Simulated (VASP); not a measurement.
Given:

```xyz
2
Lattice="0.0000 2.6150 2.6150 2.6150 0.0000 2.6150 2.6150 2.6150 0.0000" Properties=species:S:1:pos:R:3 pbc="T T T"
Mg     0.0000     0.0000     0.0000
S      2.6150     2.6150     2.6150
```

These are r2SCAN+rVV10, VASP's PBE PAW potentials (set 64) (plane waves; VASP 6.6.1) values and carry that method's errors. Settings: 520 eV cut-off, 9×9×9 Γ-centred mesh, Gaussian smearing of 0.050 eV, potentials Mg S.

Problem. What does the run give for the energy per atom (σ→0), pressure?

Solution. 
```json
{
 "energy per atom (σ→0)": "-7.637 eV/atom",
 "pressure": "-22.3 kbar"
}
```

The compound is MgS in the rock salt structure. This cell is one point of a volume scan, at 1.03 of the reference volume.
